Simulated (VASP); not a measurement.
Input of a VASP 6.6.1 run:

Contents of INCAR:

```
SYSTEM = Ta3AsAu2O13
ALGO = Normal ; CSHIFT = 0.1
EDIFF = 1E-6 ; ENCUT = 520
GGA = PE ; ISIF = 2
ISMEAR = -1 ; KPAR = 4
LASPH = .TRUE. ; LCHARG = .FALSE.
LOPTICS = .TRUE. ; LREAL = .FALSE.
LWAVE = .FALSE. ; NBANDS = 101
NEDOS = 2000 ; NELM = 100
PREC = Accurate ; SIGMA = 0.05
```

KPOINTS

```
k-points
0
G
  4 4 4
  0 0 0
```

Contents of POSCAR:

```
Ta3AsAu2O13
1.0
    5.2423700000      3.0266800000      4.1427300000
   -5.2423700000      3.0266800000      4.1427300000
    0.0000000000     -6.0533700000      4.1427300000
Ta As Au O
3 1 2 13
Direct
    0.2310800000      0.5722900000      0.2310800000
    0.2310800000      0.2310800000      0.5722900000
    0.5722900000      0.2310800000      0.2310800000
    0.5587800000      0.5587800000      0.5587800000
    0.9655900000      0.9655900000      0.9655900000
    0.7510500000      0.7510500000      0.7510500000
    0.4088400000      0.6676200000      0.4088400000
    0.4088400000      0.4088400000      0.6676200000
    0.6676200000      0.4088400000      0.4088400000
    0.4972600000      0.0131300000      0.3602400000
    0.3602400000      0.4972600000      0.0131300000
    0.0131300000      0.3602400000      0.4972600000
    0.3602400000      0.0131300000      0.4972600000
    0.0131300000      0.4972600000      0.3602400000
    0.4972600000      0.3602400000      0.0131300000
    0.1096300000      0.7480600000      0.1096300000
    0.1096300000      0.1096300000      0.7480600000
    0.7480600000      0.1096300000      0.1096300000
    0.3084000000      0.3084000000      0.3084000000
```

Potentials or basis: VASP PAW PBE potentials, release 64 (Ta_pv, As, Au, O).

Launch:

```bash
$ cat potpaw_PBE.64/Ta_pv/POTCAR potpaw_PBE.64/As/POTCAR potpaw_PBE.64/Au/POTCAR potpaw_PBE.64/O/POTCAR > POTCAR
$ mpirun -np 4 vasp_std > vasp.out
```

(1) What does it give for the largest force?

(2) Predict the pressure.

(3) Estimate the band gap on the k mesh.

## Answers

(1) 0.340 eV/Å.

(2) 0.6 GPa.

(3) 1.06 eV, indirect (least direct gap 1.09 eV).

Caveat: spin-orbit coupling is left out, which moves the levels of the heavy elements.
